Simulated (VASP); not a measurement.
# Aluminum: accuracy against cost in the smearing and PAW data sets, part 2 of 2

A convergence test on Aluminum: the smearing and PAW data sets. The series runs use PBEsol. The start is a cell from a database of measured crystal structures.

VASP 6.6.1, plane waves and PAW; the level of theory is named at each step.

Still holding for the runs below: This run has no spin polarisation. Its electron count is odd, so without a moment it is a metal by construction. The k-mesh is coarse for a metal.

So far. Step 7 (Smearing: ISMEAR = 1, SIGMA = 0.01): Against the first of the series the energy at zero width moves by +0.08 meV an atom and the pressure by -0.03 GPa, after 9 cycles in 2 s. The entropy term T·S comes to 0.05 meV an atom in size.

## (8) Smearing: ISMEAR = 1, SIGMA = 0.05

Level of this step: PBEsol; plane waves and PAW (Al) (VASP).

INCAR

```
SYSTEM = Al
PREC = Accurate
ENCUT = 400
EDIFF = 1E-06
NELM = 100
ISMEAR = 1
SIGMA = 0.05
LREAL = .FALSE.
ALGO = Normal
GGA = PS
NBANDS = 7
LORBIT = 11
LWAVE = .FALSE.
LCHARG = .FALSE.
KPAR = 2
ISIF = 2
```

POSCAR

```
Al
1.0
    0.0000000000      2.0248050000      2.0248050000
    2.0248050000      0.0000000000      2.0248050000
    2.0248050000      2.0248050000      0.0000000000
Al
1
Direct
    0.0000000000      0.0000000000      0.0000000000
```

KPOINTS

```
Automatic mesh
0
Gamma
11 11 11
0 0 0
```

PAW data sets: Al (PBE family, release 64).

Command:

```
$ mpirun -np 2 vasp_std
```

Output:

```text
[... set-up lines as in an earlier step ...]
 entering main loop
       N       E                     dE             d eps       ncg     rms          rms(c)
DAV:   1    -0.321239783619E+01   -0.32124E+01   -0.73354E+02   868   0.177E+02
DAV:   2    -0.412026223263E+01   -0.90786E+00   -0.90203E+00  1169   0.177E+01
DAV:   3    -0.412462588280E+01   -0.43637E-02   -0.43636E-02  1022   0.127E+00
DAV:   4    -0.412463454094E+01   -0.86581E-05   -0.86571E-05  1232   0.468E-02
DAV:   5    -0.412463454970E+01   -0.87539E-08   -0.93054E-08  1071   0.124E-03    0.138E+00
DAV:   6    -0.410768005325E+01    0.16954E-01   -0.22879E-03  1071   0.223E-01    0.785E-01
DAV:   7    -0.409626113405E+01    0.11419E-01   -0.62156E-03  1001   0.355E-01    0.166E-01
DAV:   8    -0.409624534893E+01    0.15785E-04   -0.23017E-05  1155   0.361E-02    0.931E-03
DAV:   9    -0.409624461610E+01    0.73283E-06   -0.39074E-07  1071   0.311E-03
   1 F= -.40962446E+01 E0= -.40960594E+01  d E =-.555702E-03
```

Elapsed: 1.8 s, on 2 MPI ranks of Intel Xeon 6975P-C (Granite Rapids), shared host; peak memory 0.21 GiB; 2.4 s of CPU time.

OUTCAR, selected parts (step 8):

```text
  Total       -0.2016533     -0.2016533     -0.2016533      0.0000000     -0.0000000     -0.0000000
  in kB      -19.4597121    -19.4597121    -19.4597121      0.0000000     -0.0000000     -0.0000000
  external PRESSURE =     -19.4597121 kB  Pullay stress =       0.0000000 kB

 POSITION                                       TOTAL-FORCE (eV/Angst)
 -----------------------------------------------------------------------------------
      0.00000      0.00000      0.00000        -0.000000      0.000000      0.000000
 -----------------------------------------------------------------------------------
    total drift:                                0.000000      0.000000     -0.000000

  FREE ENERGIE OF THE ION-ELECTRON SYSTEM (eV)
  ---------------------------------------------------
  free  energy   TOTEN  =        -4.0962446161 eV

  energy  without entropy=       -4.0956889141  energy(sigma->0) =       -4.09605938

[... 2 parts as in an earlier step ...]

[... 1 further part left out ...]
[key lines of the parts left out:]
E-fermi :   7.9020
```

Against the run before the energy at zero width moves by -0.08 meV an atom and the pressure by +0.04 GPa, after 9 cycles in 1.8 s. The entropy term T·S comes to 0.56 meV an atom in size.

## (9) Smearing: ISMEAR = 1, SIGMA = 0.1

INCAR, as its differences from that of step 8:

```diff
@@ -6,3 +6,3 @@
 ISMEAR = 1
-SIGMA = 0.05
+SIGMA = 0.1
 LREAL = .FALSE.
```

POSCAR is that of step 8.

KPOINTS is that of step 8.

Command:

```
$ mpirun -np 2 vasp_std
```

Output:

```text
[... set-up lines as in an earlier step ...]
 entering main loop
       N       E                     dE             d eps       ncg     rms          rms(c)
DAV:   1    -0.321316571430E+01   -0.32132E+01   -0.73354E+02   868   0.177E+02
DAV:   2    -0.412080937550E+01   -0.90764E+00   -0.90233E+00  1169   0.177E+01
DAV:   3    -0.412517205153E+01   -0.43627E-02   -0.43627E-02  1022   0.127E+00
DAV:   4    -0.412518071057E+01   -0.86590E-05   -0.86589E-05  1232   0.468E-02
DAV:   5    -0.412518071943E+01   -0.88610E-08   -0.93053E-08  1071   0.124E-03    0.138E+00
DAV:   6    -0.410829698532E+01    0.16884E-01   -0.22590E-03  1071   0.222E-01    0.785E-01
DAV:   7    -0.409690526456E+01    0.11392E-01   -0.61587E-03  1001   0.354E-01    0.166E-01
DAV:   8    -0.409689000471E+01    0.15260E-04   -0.22864E-05  1155   0.359E-02    0.927E-03
DAV:   9    -0.409688928038E+01    0.72432E-06   -0.38024E-07  1064   0.306E-03
   1 F= -.40968893E+01 E0= -.40964424E+01  d E =-.134079E-02
```

The job ended after 1.8 s (2 MPI ranks; peak memory 0.21 GiB; 2.3 s of CPU time).

Parts of OUTCAR (step 9):

```text
  Total       -0.1982017     -0.1982017     -0.1982017      0.0000000      0.0000000     -0.0000000
  in kB      -19.1266288    -19.1266288    -19.1266288      0.0000000      0.0000000     -0.0000000
  external PRESSURE =     -19.1266288 kB  Pullay stress =       0.0000000 kB

 POSITION                                       TOTAL-FORCE (eV/Angst)
 -----------------------------------------------------------------------------------
      0.00000      0.00000      0.00000        -0.000000     -0.000000      0.000000
 -----------------------------------------------------------------------------------
    total drift:                                0.000000      0.000000     -0.000000

  FREE ENERGIE OF THE ION-ELECTRON SYSTEM (eV)
  ---------------------------------------------------
  free  energy   TOTEN  =        -4.0968892804 eV

  energy  without entropy=       -4.0955484928  energy(sigma->0) =       -4.09644235

[... 2 parts as in an earlier step ...]

[... 1 further part left out ...]
[key lines of the parts left out:]
E-fermi :   7.8982
```

Against the run before the energy at zero width moves by -0.38 meV an atom and the pressure by +0.03 GPa, after 9 cycles in 1.8 s. The entropy term T·S comes to 1.34 meV an atom in size.

## (10) Smearing: ISMEAR = 1, SIGMA = 0.2

INCAR, as its differences from that of step 9:

```diff
@@ -6,3 +6,3 @@
 ISMEAR = 1
-SIGMA = 0.1
+SIGMA = 0.2
 LREAL = .FALSE.
```

POSCAR is that of step 9.

KPOINTS is that of step 9.

Command:

```
$ mpirun -np 2 vasp_std
```

Output:

```text
[... set-up lines as in an earlier step ...]
 entering main loop
       N       E                     dE             d eps       ncg     rms          rms(c)
DAV:   1    -0.321495319825E+01   -0.32150E+01   -0.73354E+02   868   0.177E+02
DAV:   2    -0.412155026814E+01   -0.90660E+00   -0.90328E+00  1169   0.177E+01
DAV:   3    -0.412591112068E+01   -0.43609E-02   -0.43608E-02  1022   0.127E+00
DAV:   4    -0.412591978411E+01   -0.86634E-05   -0.86641E-05  1232   0.469E-02
DAV:   5    -0.412591979337E+01   -0.92616E-08   -0.93041E-08  1071   0.124E-03    0.138E+00
DAV:   6    -0.410908785512E+01    0.16832E-01   -0.22370E-03  1071   0.222E-01    0.785E-01
DAV:   7    -0.409771568554E+01    0.11372E-01   -0.61156E-03  1001   0.354E-01    0.166E-01
DAV:   8    -0.409770079877E+01    0.14887E-04   -0.22783E-05  1155   0.357E-02    0.967E-03
DAV:   9    -0.409770007695E+01    0.72182E-06   -0.37068E-07  1064   0.303E-03
   1 F= -.40977001E+01 E0= -.40974194E+01  d E =-.842083E-03
```

It took 2 s on 2 MPI ranks; peak memory 0.21 GiB.

OUTCAR, selected parts (step 10):

```text
  Total       -0.1964911     -0.1964911     -0.1964911     -0.0000000     -0.0000000     -0.0000000
  in kB      -18.9615556    -18.9615556    -18.9615556     -0.0000000     -0.0000000     -0.0000000
  external PRESSURE =     -18.9615556 kB  Pullay stress =       0.0000000 kB

  FREE ENERGIE OF THE ION-ELECTRON SYSTEM (eV)
  ---------------------------------------------------
  free  energy   TOTEN  =        -4.0977000769 eV

  energy  without entropy=       -4.0968579940  energy(sigma->0) =       -4.09741938

[... 3 parts as in an earlier step ...]

[... 1 further part left out ...]
[key lines of the parts left out:]
E-fermi :   7.8841
```

Against the run before the energy at zero width moves by -0.98 meV an atom and the pressure by +0.02 GPa, after 9 cycles in 2 s. The entropy term T·S comes to 0.84 meV an atom in size.

## (11) Smearing: ISMEAR = 1, SIGMA = 0.5

INCAR, as its differences from that of step 10:

```diff
@@ -6,3 +6,3 @@
 ISMEAR = 1
-SIGMA = 0.2
+SIGMA = 0.5
 LREAL = .FALSE.
```

POSCAR is that of step 10.

KPOINTS is that of step 10.

Command:

```
$ mpirun -np 2 vasp_std
```

Output:

```text
[... set-up lines as in an earlier step ...]
 entering main loop
       N       E                     dE             d eps       ncg     rms          rms(c)
DAV:   1    -0.321833562583E+01   -0.32183E+01   -0.73354E+02   868   0.177E+02
DAV:   2    -0.412214464114E+01   -0.90381E+00   -0.90036E+00  1169   0.177E+01
DAV:   3    -0.412646843457E+01   -0.43238E-02   -0.43232E-02  1022   0.127E+00
DAV:   4    -0.412647692596E+01   -0.84914E-05   -0.84909E-05  1232   0.465E-02
DAV:   5    -0.412647693505E+01   -0.90867E-08   -0.92078E-08  1071   0.124E-03    0.138E+00
DAV:   6    -0.410959718866E+01    0.16880E-01   -0.22558E-03  1071   0.222E-01    0.785E-01
DAV:   7    -0.409819925449E+01    0.11398E-01   -0.61641E-03  1001   0.354E-01    0.166E-01
DAV:   8    -0.409818450559E+01    0.14749E-04   -0.22956E-05  1155   0.359E-02    0.976E-03
DAV:   9    -0.409818375892E+01    0.74667E-06   -0.38365E-07  1064   0.306E-03
   1 F= -.40981838E+01 E0= -.40990450E+01  d E =0.258385E-02
```

Wall time 2 s (2 MPI ranks); peak memory 0.21 GiB.

OUTCAR, selected parts (step 11):

```text
  Total       -0.2010102     -0.2010102     -0.2010102     -0.0000000      0.0000000      0.0000000
  in kB      -19.3976448    -19.3976448    -19.3976448     -0.0000000      0.0000000      0.0000000
  external PRESSURE =     -19.3976448 kB  Pullay stress =       0.0000000 kB

  FREE ENERGIE OF THE ION-ELECTRON SYSTEM (eV)
  ---------------------------------------------------
  free  energy   TOTEN  =        -4.0981837589 eV

  energy  without entropy=       -4.1007676065  energy(sigma->0) =       -4.09904504

[... 3 parts as in an earlier step ...]

[... 1 further part left out ...]
[key lines of the parts left out:]
E-fermi :   7.9342
```

Against the run before the energy at zero width moves by -1.63 meV an atom and the pressure by -0.04 GPa, after 9 cycles in 2 s. The entropy term T·S comes to 2.58 meV an atom in size.

## (12) Smearing: ISMEAR = -5

INCAR, as its differences from that of step 11:

```diff
@@ -5,4 +5,4 @@
 NELM = 100
-ISMEAR = 1
-SIGMA = 0.5
+ISMEAR = -5
+SIGMA = 0.05
 LREAL = .FALSE.
```

POSCAR is that of step 11.

KPOINTS is that of step 11.

Command:

```
$ mpirun -np 2 vasp_std
```

Output:

```text
[... set-up lines as in an earlier step ...]
 entering main loop
       N       E                     dE             d eps       ncg     rms          rms(c)
DAV:   1    -0.324477074010E+01   -0.32448E+01   -0.73354E+02   868   0.177E+02
DAV:   2    -0.411322529909E+01   -0.86845E+00   -0.85834E+00  1169   0.176E+01
DAV:   3    -0.411758804226E+01   -0.43627E-02   -0.43271E-02  1022   0.127E+00
DAV:   4    -0.411759684669E+01   -0.88044E-05   -0.87637E-05  1232   0.473E-02
DAV:   5    -0.411759685570E+01   -0.90055E-08   -0.92494E-08  1071   0.122E-03    0.139E+00
DAV:   6    -0.410056873245E+01    0.17028E-01   -0.22624E-03  1071   0.224E-01    0.795E-01
DAV:   7    -0.408915657093E+01    0.11412E-01   -0.62329E-03  1001   0.358E-01    0.168E-01
DAV:   8    -0.408915241228E+01    0.41587E-05   -0.22653E-05  1155   0.359E-02    0.101E-02
DAV:   9    -0.408915324024E+01   -0.82795E-06   -0.42212E-07  1064   0.321E-03
   1 F= -.40891532E+01 E0= -.40891532E+01  d E =0.000000E+00
 -----------------------------------------------------------------------------
|                                                                             |
|           W    W    AA    RRRRR   N    N  II  N    N   GGGG   !!!           |
|           W    W   A  A   R    R  NN   N  II  NN   N  G    G  !!!           |
|           W    W  A    A  R    R  N N  N  II  N N  N  G       !!!           |
|           W WW W  AAAAAA  RRRRR   N  N N  II  N  N N  G  GGG   !            |
|           WW  WW  A    A  R   R   N   NN  II  N   NN  G    G                |
|           W    W  A    A  R    R  N    N  II  N    N   GGGG   !!!           |
|                                                                             |
|     Tetrahedron method does not include variations of the Fermi             |
|     occupations, so forces and stress will be inaccurate. We suggest        |
|     using a different smearing scheme ISMEAR = 1 or 2 for metals in         |
|     relaxations.                                                            |
|                                                                             |
 -----------------------------------------------------------------------------
```

Run time: 2.2 s. Hardware: 2 MPI ranks; peak memory 0.21 GiB.

From OUTCAR (step 12):

```text
  Total       -0.2479607     -0.2479607     -0.2479607     -0.0000000      0.0000000     -0.0000000
  in kB      -23.9284082    -23.9284082    -23.9284082     -0.0000000      0.0000000     -0.0000000
  external PRESSURE =     -23.9284082 kB  Pullay stress =       0.0000000 kB

  FREE ENERGIE OF THE ION-ELECTRON SYSTEM (eV)
  ---------------------------------------------------
  free  energy   TOTEN  =        -4.0891532402 eV

  energy  without entropy=       -4.0891532402  energy(sigma->0) =       -4.08915324

[... 3 parts as in an earlier step ...]

[... 1 further part left out ...]
[key lines of the parts left out:]
E-fermi :   7.9385
```

With tetrahedra the forces and stress of a metal are not exact derivatives of the energy.

Against the first of the series the energy at zero width moves by +6.90 meV an atom and the pressure by -0.43 GPa, after 9 cycles in 2.2 s.

## (13) The smearing series as a table

This step: convergence of PBEsol results with the smearing; plane waves and PAW (VASP 6.6.1).

No new run; the numbers come from the runs before.

One cell and one 11×11×11 mesh. Free energy against width, by row:

| Fermi-Dirac width σ (eV) | free energy less that at the narrowest width (meV/atom) |
| --- | --- |
| 0.01 | 0 |
| 0.05 | -2.8 |
| 0.1 | -7.84 |
| 0.2 | -25.93 |
| 0.5 | -160.8 |

Differences are taken from the run with ISMEAR = -1, SIGMA = 0.01. Results of the series, by row:

| setting | status | energy less the reference (meV/atom) | pressure (GPa) | SCF cycles | wall time (s) |
| --- | --- | --- | --- | --- | --- |
| ISMEAR = -1, SIGMA = 0.01 | converged | 0 | -1.965 | 9 | 1.8 |
| ISMEAR = -1, SIGMA = 0.05 | converged | -1.061 | -1.898 | 9 | 2 |
| ISMEAR = -1, SIGMA = 0.1 | converged | -1.887 | -1.881 | 9 | 2 |
| ISMEAR = -1, SIGMA = 0.2 | converged | -1.873 | -1.78 | 9 | 2 |
| ISMEAR = -1, SIGMA = 0.5 | converged | 3.323 | -0.8315 | 9 | 2 |
| ISMEAR = 1, SIGMA = 0.01 | converged | 0.08014 | -1.99 | 9 | 2 |
| ISMEAR = 1, SIGMA = 0.05 | converged | -0.00409 | -1.946 | 9 | 1.8 |
| ISMEAR = 1, SIGMA = 0.1 | converged | -0.3871 | -1.913 | 9 | 1.8 |
| ISMEAR = 1, SIGMA = 0.2 | converged | -1.364 | -1.896 | 9 | 2 |
| ISMEAR = 1, SIGMA = 0.5 | converged | -2.99 | -1.94 | 9 | 2 |
| ISMEAR = -5 | converged | 6.902 | -2.393 | 9 | 2.2 |

## (14) PAW data sets: minimal 64: Al

This step: PBEsol; plane waves and PAW (Al) (VASP 6.6.1).

Data sets differ in which electrons are valence and how hard the partial waves are.

INCAR, as its differences from that of step 12:

```diff
@@ -5,3 +5,3 @@
 NELM = 100
-ISMEAR = -5
+ISMEAR = -1
 SIGMA = 0.05
```

POSCAR is that of step 12.

KPOINTS is that of step 12.

Command:

```
$ mpirun -np 2 vasp_std
```

Output:

```text
[... set-up lines as in an earlier step ...]
 entering main loop
       N       E                     dE             d eps       ncg     rms          rms(c)
[... 9 cycles as in an earlier step ...]
   1 F= -.40991145E+01 E0= -.40971162E+01  d E =-.399656E-02
```

Elapsed: 2.2 s, on 2 MPI ranks; peak memory 0.21 GiB; 3.2 s of CPU time.

From OUTCAR (step 14):

```text
   NELECT =       3.0000    total number of electrons

 E-fermi :   7.8946

 k-point     1 :       0.0000    0.0000    0.0000
  band No.  band energies     occupation
      1      -3.2014      2.00000
      2      20.4490      0.00000
      3      20.4490      0.00000
      4      20.4490      0.00000
      5      21.8916      0.00000
      6      21.8916      0.00000
    ...

[... 12 parts as in an earlier step ...]

[... 9 further parts left out ...]
```

Numbers from this step:

- free energy (TOTEN): -4.099 eV
- energy at zero smearing: -4.097 eV
- Fermi energy: 7.895 eV
- pressure: -1.898 GPa

The series starts at -4.0971 eV an atom and -1.90 GPa, after 9 cycles in 2.2 s.

## (15) PAW data sets: recommended 54: Al

INCAR is that of step 14.

POSCAR is that of step 14.

KPOINTS is that of step 14.

The projector-augmented-wave data sets are Al (PBE family, release 54).

Command:

```
$ mpirun -np 2 vasp_std
```

Output:

```text
[... set-up lines as in an earlier step ...]
 entering main loop
       N       E                     dE             d eps       ncg     rms          rms(c)
[... 9 cycles as in an earlier step ...]
   1 F= -.40991145E+01 E0= -.40971162E+01  d E =-.399656E-02
```

Elapsed: 1.8 s, on 2 MPI ranks; peak memory 0.21 GiB; 2.6 s of CPU time.

OUTCAR, selected parts (step 15):

```text
[... 6 parts as in an earlier step ...]

[... 1 further part left out ...]
[key lines of the parts left out:]
E-fermi :   7.8946
```

With 3 valence electrons the pressure is -1.90 GPa, +0.00 GPa from the first of the series, after 9 cycles in 1.8 s.

## (16) PAW data sets: GW 64: Al GW

This step: PBEsol; plane waves and PAW (Al_GW) (VASP 6.6.1).

INCAR is that of step 15.

POSCAR is that of step 15.

KPOINTS is that of step 15.

PAW data sets: Al_GW (PBE family, release 64).

Command:

```
$ mpirun -np 2 vasp_std
```

Output:

```text
[... set-up lines as in an earlier step ...]
 entering main loop
       N       E                     dE             d eps       ncg     rms          rms(c)
DAV:   1    -0.300728704029E+01   -0.30073E+01   -0.13436E+03   784   0.260E+02
DAV:   2    -0.412653101663E+01   -0.11192E+01   -0.10910E+01  1092   0.204E+01
DAV:   3    -0.413354494675E+01   -0.70139E-02   -0.69783E-02  1036   0.160E+00
DAV:   4    -0.413357057934E+01   -0.25633E-04   -0.25632E-04  1190   0.813E-02
DAV:   5    -0.413357059372E+01   -0.14385E-07   -0.14332E-07  1134   0.181E-03    0.955E-01
DAV:   6    -0.411563523278E+01    0.17935E-01   -0.25242E-03  1057   0.239E-01    0.588E-01
DAV:   7    -0.410364387326E+01    0.11991E-01   -0.70057E-03  1085   0.398E-01    0.217E-02
DAV:   8    -0.410363709328E+01    0.67800E-05   -0.86520E-06  1106   0.247E-02    0.582E-03
DAV:   9    -0.410363719131E+01   -0.98024E-07   -0.17563E-07  1022   0.259E-03
   1 F= -.41036372E+01 E0= -.41016379E+01  d E =-.399866E-02
```

Wall time 1.6 s (2 MPI ranks); peak memory 0.22 GiB.

Parts of OUTCAR (step 16):

```text
  Total       -0.2040113     -0.2040113     -0.2040113     -0.0000000     -0.0000000      0.0000000
  in kB      -19.6872531    -19.6872531    -19.6872531     -0.0000000     -0.0000000      0.0000000
  external PRESSURE =     -19.6872531 kB  Pullay stress =       0.0000000 kB

  FREE ENERGIE OF THE ION-ELECTRON SYSTEM (eV)
  ---------------------------------------------------
  free  energy   TOTEN  =        -4.1036371913 eV

  energy  without entropy=       -4.0996385311  energy(sigma->0) =       -4.10163786

[... 3 parts as in an earlier step ...]

[... 1 further part left out ...]
[key lines of the parts left out:]
E-fermi :   6.6291
```

With 3 valence electrons the pressure is -1.97 GPa, -0.07 GPa from the first of the series, after 9 cycles in 1.6 s.

## (17) The PAW data sets series as a table

This step: convergence of PBEsol results with the datasets; plane waves and PAW (VASP 6.6.1).

Derived from the runs above.

Results of the series, by row:

| setting | status | pressure (GPa) | SCF cycles | wall time (s) |
| --- | --- | --- | --- | --- |
| minimal 64: Al, 400 eV | converged | -1.898 | 9 | 2.2 |
| recommended 54: Al, 400 eV | converged | -1.898 | 9 | 1.8 |
| gw 64: Al_GW, 400 eV | converged | -1.969 | 9 | 1.6 |

## (18) Outcome

```json
{
 "spread of the pressure over the smearing": "1.56 GPa",
 "spread of the energy over the smearing": "9.89 meV/atom",
 "spread of the pressure over the PAW data sets": "0.0705 GPa"
}
```

In words: The usual rule keeps the entropy term T·S under 1 meV an atom, which holds up to a width of 0.01 eV for Fermi-Dirac and 0.05 eV for first-order Methfessel-Paxton. That rule is made for Methfessel-Paxton; with the other schemes the zero-width estimate is the energy to use. Farthest in energy from the narrowest smearing lies ISMEAR = -5 (+6.9 meV an atom, -0.43 GPa). On a fixed mesh a narrow width is not the exact answer for a metal: it samples the Fermi surface more noisily. The choice of data set moves the pressure between -1.97 GPa (gw 64: Al_GW) and -1.90 GPa (minimal 64: Al); all ran at 400 eV. Data sets differ in their zero of energy, so energies are not compared. Forces vanish by symmetry in this cell, so the series can't test them.

[Lines on the potential files, build, host, timing and source positions are cut from VASP's logs without a mark.]

[Logs are printed without paths, hosts, clocks, repeated set-up lines and the standing remarks that a program may print on its own settings, such as how far it seeks lower states.]

[Hosts, paths, dates, database ids (printed as entryN), source tags and the programs' standing remarks are cut or masked in the printed files.]

[A measured line is paired with the nearest computed mode of its activity, which favours agreement.]
